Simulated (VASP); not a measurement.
Input:

```
CELL_PARAMETERS angstrom
      2.50213     0.00000     0.00000
      0.00000     2.50213     0.00000
      0.00000     0.00000     2.50213
ATOMIC_POSITIONS crystal
  Mn 0.00000 0.00000 0.00000
  B  0.50000 0.50000 0.50000
```

These are r2SCAN meta-GGA, VASP's PBE PAW potentials (set 64) (plane waves; VASP) values and carry that method's errors. Settings: 520 eV cut-off, 16×16×16 Γ-centred mesh, tetrahedra with Blöchl corrections, potentials Mn_pv B.

Problem. Estimate the energy per atom (σ→0), band gap (over mesh and band path) with the smallest direct gap where there is one.

Solution. 
```
Property                                                               Value
----------------------------------  ----------------------------------------
band gap (over mesh and band path)  none (metal, semimetal or under 0.01 eV)
energy per atom (σ→0)                                        -10.839 eV/atom
```

Only differences to runs with the same potentials and settings are physical.

The structure was generated: MnB was put into the CsCl type type (Pm-3m), which need not be its known phase. It was relaxed first, which changed the volume by -36 %. The run is not spin-polarised, so no magnetic state was tried.
